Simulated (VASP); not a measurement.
Data:

```yaml
crystal:
  lattice:
    - [4.17431, 0.00000, 0.00000]
    - [0.00000, 4.17431, 0.00000]
    - [0.00000, 0.00000, 4.17431]
  atoms:
    - { symbol: Ba, position: [0.00000, 0.00000, 0.00000] }
    - { symbol: Zr, position: [0.50000, 0.50000, 0.50000] }
    - { symbol: O, position: [0.50000, 0.00000, 0.50000] }
    - { symbol: O, position: [0.00000, 0.50000, 0.50000] }
    - { symbol: O, position: [0.50000, 0.50000, 0.00000] }
```

These are revPBE GGA, VASP's PBE PAW potentials (set 64) (plane waves; VASP) values and carry that method's errors. Numerical set-up: 520 eV cut-off, 5×5×5 Γ-centred mesh, Gaussian smearing of 0.050 eV, potentials Ba_sv Zr_sv O.

Task: What does the run give for the energy per atom (σ→0), pressure?

Result: 
* **energy per atom (σ→0)**: -7.971 eV/atom
* **pressure**: 9.89 GPa

Only differences to runs with the same potentials and settings are physical.

The compound is BaZrO3 in the cubic perovskite structure. This cell is one point of a volume scan, at 0.94 of the reference volume.
